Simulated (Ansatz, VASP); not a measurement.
# InGaSbAs ([001] superlattice of 1 + 1 monolayers (invented)): VASP beside Ansatz

Aim: how closely do two programs agree when they are given the same cell, functional and k mesh? The cell is generated by rule, not measured, and may not be a known phase. The cell is taken from a series of runs on this material, whose earlier steps may have relaxed, scaled, displaced or heated it; both programs get it as it stands.

Main program and level: Ansatz 0.2.0; plane waves, with VASP 6.6.1 beside it; relaxation of cell and atoms at r2SCAN.

### 1. Starting point

It takes space group Pmm2 (No. 25, orthorhombic). The conventional cell has a = 4.299 Å, b = 4.337 Å, c = 6.153 Å, α = 90.00°, β = 90.00°, γ = 90.00°. Nearest to In lie 2 As at 2.65 Å and 2 Sb at 2.79 Å. As has 2 Ga at 2.53 Å and 2 In at 2.65 Å nearest. Nearest to Ga lie 2 As at 2.53 Å and 2 Sb at 2.64 Å. Sb has 2 Ga at 2.64 Å and 2 In at 2.79 Å nearest. Farther neighbours are not listed.

Coordinates:

```cif
data_structure
_symmetry_space_group_name_H-M 'P 1'
_symmetry_Int_Tables_number 1
_cell_length_a 4.2994
_cell_length_b 4.3371
_cell_length_c 6.1533
_cell_angle_alpha 90.000
_cell_angle_beta 90.000
_cell_angle_gamma 90.000
_cell_volume 114.74
loop_
_atom_site_label
_atom_site_type_symbol
_atom_site_fract_x
_atom_site_fract_y
_atom_site_fract_z
_atom_site_occupancy
In1 In 0.00000 0.00000 0.01829 1
As2 As 0.00000 0.50000 0.26709 1
Ga3 Ga 0.50000 0.50000 0.48444 1
Sb4 Sb 0.50000 0.00000 0.73018 1
```

### 2. VASP: relaxation of cell and atoms, r2SCAN

The relaxed volume is the usual yardstick between codes: in a stiff, nearly cubic crystal its relative difference is about their pressure difference at one cell divided by the bulk modulus.

Lines of VASP's logs that name or quote its potential files are left out, and so is its time.

Contents of INCAR:

```
SYSTEM = InGaSbAs
PREC = Accurate
ENCUT = 550
EDIFF = 1E-07
NELM = 120
ISMEAR = 0
SIGMA = 0.1
LREAL = .FALSE.
ALGO = Normal
METAGGA = R2SCAN
LASPH = .TRUE.
NBANDS = 24
LORBIT = 11
LWAVE = .FALSE.
LCHARG = .FALSE.
ISIF = 3
IBRION = 2
NSW = 80
EDIFFG = -0.005
GGA_COMPAT = .FALSE.
NELMIN = 4
LMIXTAU = .TRUE.
KPAR = 2
```

Contents of POSCAR:

```
InGaSbAs
1.0
    4.2994240000      0.0000000000      0.0000000000
    0.0000000000      4.3371460000      0.0000000000
    0.0000000000      0.0000000000      6.1533440000
In As Ga Sb
1 1 1 1
Direct
    0.0000000000      0.0000000000      0.0182929802
    0.0000000000      0.5000000000      0.2670911946
    0.5000000000      0.5000000000      0.4844403303
    0.5000000000      0.0000000000      0.7301754948
```

Contents of KPOINTS:

```
Automatic mesh
0
Gamma
10 10 8
0 0 0
```

PAW data sets: In_d, As, Ga_d and Sb (PBE family, release 64).

Command:

```
mpirun -np 2 vasp_std
```

Numbers of over 12 decimals in the logs are rounded to 6 here.

The log of the run:

```text
[banner, memory and clock lines left out]
running    2 mpi-ranks, on    1 nodes
 distrk:  each k-point on    1 cores,    2 groups
 distr:  one band on    1 cores,    1 groups

 POSCAR found type information on POSCAR InAsGaSb
 POSCAR found :  4 types and       4 ions
|                                                                             |
|               ----> ADVICE to this user running VASP <----                  |
|                                                                             |
|     You enforced a specific xc type in the INCAR file but a different       |
|     [... a line on the potential file left out ...]
|     I HOPE YOU KNOW WHAT YOU ARE DOING!                                     |
|                                                                             |

 LDA part: xc-table for (None), standard interpolation
 POSCAR, INCAR and KPOINTS ok, starting setup
 FFT: planning ... GRIDC
 FFT: planning ... GRID_SOFT
 FFT: planning ... GRID
 WAVECAR not read
 entering main loop
       N       E                     dE             d eps       ncg     rms          rms(c)
DAV:   1     0.212558325174E+03    0.21256E+03   -0.17311E+04  8648   0.189E+03
DAV:   2    -0.523569951014E+02   -0.26492E+03   -0.25902E+03  9464   0.445E+02
DAV:   3    -0.798179134543E+02   -0.27461E+02   -0.27198E+02 10840   0.137E+02
DAV:   4    -0.807226111023E+02   -0.90470E+00   -0.90395E+00 10176   0.276E+01
DAV:   5    -0.807674626155E+02   -0.44852E-01   -0.44848E-01 14256   0.518E+00    0.639E+00
DAV:   6    -0.774448878903E+02    0.33226E+01   -0.21213E+00 10560   0.245E+01    0.356E+00
DAV:   7    -0.746132026762E+02    0.28317E+01   -0.75571E-01  9088   0.790E+00    0.154E+00
DAV:   8    -0.754519245066E+02   -0.83872E+00   -0.98216E-01  8984   0.669E+00    0.123E+00
DAV:   9    -0.754884174347E+02   -0.36493E-01   -0.70339E-02 10384   0.209E+00    0.699E-01
DAV:  10    -0.754910800609E+02   -0.26626E-02   -0.11734E-02 11240   0.880E-01    0.489E-01
DAV:  11    -0.755404016683E+02   -0.49322E-01   -0.37819E-02  8784   0.141E+00    0.142E-01
DAV:  12    -0.755405087869E+02   -0.10712E-03   -0.36870E-03 10568   0.478E-01    0.226E-01
DAV:  13    -0.755347682377E+02    0.57405E-02   -0.29803E-03  9000   0.443E-01    0.220E-01
DAV:  14    -0.755409184929E+02   -0.61503E-02   -0.35428E-03  8824   0.422E-01    0.495E-02
[...]
DAV:  19    -0.755427637970E+02   -0.54095E-04   -0.23083E-05  9432   0.391E-02    0.446E-02
DAV:  20    -0.755427906865E+02   -0.26889E-04   -0.12456E-05  9640   0.266E-02    0.394E-02
DAV:  21    -0.755427924964E+02   -0.18100E-05   -0.11128E-06 10912   0.101E-02    0.368E-02
DAV:  22    -0.755427927128E+02   -0.21643E-06   -0.16904E-06  9648   0.975E-03    0.268E-02
DAV:  23    -0.755427923264E+02    0.38643E-06   -0.39117E-07  7648   0.634E-03    0.227E-02
DAV:  24    -0.755427919819E+02    0.34450E-06   -0.71756E-07  9544   0.764E-03    0.188E-02
DAV:  25    -0.755427920935E+02   -0.11157E-06   -0.17177E-07  7432   0.282E-03    0.107E-02
DAV:  26    -0.755427920132E+02    0.80327E-07   -0.48367E-08  4864   0.297E-03
   1 F= -.75542792E+02 E0= -.75542646E+02  d E =-.755428E+02
[...]
2 F= -.75542798E+02 E0= -.75542651E+02  d E =-.573177E-05
[...]
3 F= -.75542797E+02 E0= -.75542651E+02  d E =-.517388E-05
 curvature:  -0.54 expect dE=-0.426E-05 dE for cont linesearch -0.493E-07
 trial: gam= 0.37773 g(F)=  0.214E-05 g(S)=  0.582E-05 ort =-0.152E-05 (trialstep = 0.101E+01)
 search vector abs. value=  0.104E-04
 bond charge predicted
       N       E                     dE             d eps       ncg     rms          rms(c)
DAV:   1    -0.755428093671E+02   -0.12127E-04   -0.11686E-03 11600   0.229E-01    0.227E-02
DAV:   2    -0.755428050470E+02    0.43201E-05   -0.50906E-05 12344   0.778E-02    0.118E-02
DAV:   3    -0.755428021200E+02    0.29270E-05   -0.84032E-06 12752   0.330E-02    0.441E-03
DAV:   4    -0.755428022584E+02   -0.13841E-06   -0.26868E-06  9216   0.134E-02    0.182E-03
DAV:   5    -0.755428025423E+02   -0.28397E-06   -0.94060E-07  9072   0.761E-03    0.141E-03
DAV:   6    -0.755428025684E+02   -0.26027E-07   -0.18644E-07  8008   0.359E-03
   4 F= -.75542803E+02 E0= -.75542656E+02  d E =-.538132E-05
 trial-energy change:   -0.000005  1 .order   -0.000005   -0.000007   -0.000002
 step:   1.3085(harm=  1.4991)  dis= 0.00055  next Energy=   -75.542803 (dE=-0.574E-05)
 reached required accuracy - stopping structural energy minimisation
```

OUTCAR, selected parts (step 2):

```text
ion  position               nearest neighbor table
   1  0.000  0.000  0.018-   2 2.65   2 2.65   4 2.79   4 2.79
   2  0.000  0.500  0.267-   3 2.53   3 2.53   1 2.65   1 2.65
   3  0.500  0.500  0.484-   2 2.53   2 2.53   4 2.64   4 2.64
   4  0.500  0.000  0.730-   3 2.64   3 2.64   1 2.79   1 2.79

  LATTYP: Found a simple orthorhombic cell.
 ALAT       =     4.2994240000
 B/A-ratio  =     1.0087737334
 C/A-ratio  =     1.4312019471

 Subroutine GETGRP returns: Found  4 space group operations
 (whereof  4 operations were pure point group operations)

The static configuration has the point symmetry C_2v.

 Found    180 irreducible k-points:

   k-points           NKPTS =    180   k-points in BZ     NKDIM =    180   number of bands    NBANDS=     24

   dimension x,y,z NGX =    36 NGY =   36 NGZ =   48
   dimension x,y,z NGXF=    72 NGYF=   72 NGZF=   96

   ENCUT  =  550.0 eV  40.42 Ry    6.36 a.u.   8.22  8.29 11.77*2*pi/ulx,y,z

   NELECT =      36.0000    total number of electrons

 k-points in reciprocal lattice and weights: Automatic mesh
   0.00000000  0.00000000  0.00000000       0.001
   0.10000000  0.00000000  0.00000000       0.003
   0.20000000  0.00000000  0.00000000       0.003
   0.30000000  0.00000000  0.00000000       0.003
   0.40000000  0.00000000  0.00000000       0.003
   0.50000000  0.00000000  0.00000000       0.001
   0.00000000  0.10000000  0.00000000       0.003
   0.10000000  0.10000000  0.00000000       0.005
   0.20000000  0.10000000  0.00000000       0.005
[...]
0.40000000  0.50000000  0.50000000       0.003
   0.50000000  0.50000000  0.50000000       0.001

 average (electrostatic) potential at core
       1-102.3354       2 -54.5163       3 -70.8452       4 -92.7867

 E-fermi :   4.5116

 k-point     1 :       0.0000    0.0000    0.0000
  band No.  band energies     occupation
    ...
     15       1.7378      2.00000
     16       4.0810      2.00000
     17       4.2803      1.99893
     18       4.3697      1.95511
     19       4.5057      1.06586
     20       5.8993      0.00000
     21       6.3214      0.00000
     22       7.8789      0.00000
     23       7.9252      0.00000
     24       7.9642      0.00000

 k-point     2 :       0.1000    0.0000    0.0000
  band No.  band energies     occupation
    ...
     14       1.3394      2.00000
     15       1.8018      2.00000
     16       3.3580      2.00000
     17       3.9793      2.00000
     18       4.2402      1.99988
     19       5.2315      0.00000
     20       5.9514      0.00000
     21       6.7338      0.00000
     22       7.9340      0.00000
     23       7.9480      0.00000
    ...

 k-point     3 :       0.2000    0.0000    0.0000
  band No.  band energies     occupation
    ...
     14       0.7917      2.00000
     15       1.9889      2.00000
     16       2.1723      2.00000
     17       3.4252      2.00000
     18       4.1103      2.00000
     19       5.9549      0.00000
     20       6.0941      0.00000
     21       7.6237      0.00000
     22       8.1547      0.00000
     23       8.1689      0.00000
    ...

  Total       -0.0021531     -0.0084815     -0.0030923      0.0000000      0.0000000      0.0000000
  in kB       -0.0300451     -0.1183525     -0.0431502      0.0000000      0.0000000      0.0000000
  external PRESSURE =      -0.0638492 kB  Pullay stress =       0.0000000 kB

  energy-cutoff  :      550.00
  volume of cell :      114.82
      direct lattice vectors                 reciprocal lattice vectors
     4.301000796  0.000000000  0.000000000     0.232504026  0.000000000  0.000000000
     0.000000000  4.336902914  0.000000000     0.000000000  0.230579291  0.000000000
     0.000000000  0.000000000  6.155437737     0.000000000  0.000000000  0.162457983

 POSITION                                       TOTAL-FORCE (eV/Angst)
 -----------------------------------------------------------------------------------
      0.00000      0.00000      0.11172         0.000000      0.000000     -0.001364
      0.00000      2.16845      1.64394         0.000000      0.000000      0.000621
      2.15050      2.16845      2.98197         0.000000      0.000000     -0.000382
      2.15050      0.00000      4.49552         0.000000      0.000000      0.001125
 -----------------------------------------------------------------------------------
    total drift:                                0.000000      0.000000     -0.001162

  FREE ENERGIE OF THE ION-ELECTRON SYSTEM (eV)
  ---------------------------------------------------
  free  energy   TOTEN  =       -75.5428025684 eV

  energy  without entropy=      -75.5425090174  energy(sigma->0) =      -75.54265579

 reached required accuracy - stopping structural energy minimisation

 total charge
# of ion       s       p       d       tot
------------------------------------------
    1        0.849   0.760   9.874  11.484
    2        1.217   1.566   0.024   2.808
    3        0.863   0.721   9.976  11.560
    4        1.107   1.379   0.024   2.510
--------------------------------------------------
tot          4.036   4.427  19.899  28.362

[... 3 further parts left out ...]
```

CONTCAR:

```
InGaSbAs
   1.00000000000000
     4.3010007959590562    0.0000000000000000    0.0000000000000000
     0.0000000000000000    4.3369029144747291    0.0000000000000000
     0.0000000000000000    0.0000000000000000    6.1554377366227566
  In              As              Ga              Sb
     1     1     1     1
Direct
     0.0000000000000000    0.0000000000000000    0.0181502592230636
     0.0000000000000000    0.5000000000000000    0.2670713577027090
     0.5000000000000000    0.5000000000000000    0.4844455210764798
     0.5000000000000000    0.0000000000000000    0.7303328618977529
```

The run keeps the 4 symmetry operations of its start, so it cannot find a distortion of lower symmetry.

[end of part 1 of 2]

[Lines on the potential files, build, host, timing and source positions are cut from VASP's logs without a mark.]

[Logs are printed without paths, hosts, clocks, repeated set-up lines and the standing remarks that a program may print on its own settings, such as how far it seeks lower states.]

[Hosts, paths, dates, database ids (printed as entryN), source tags and the programs' standing remarks are cut or masked in the printed files.]
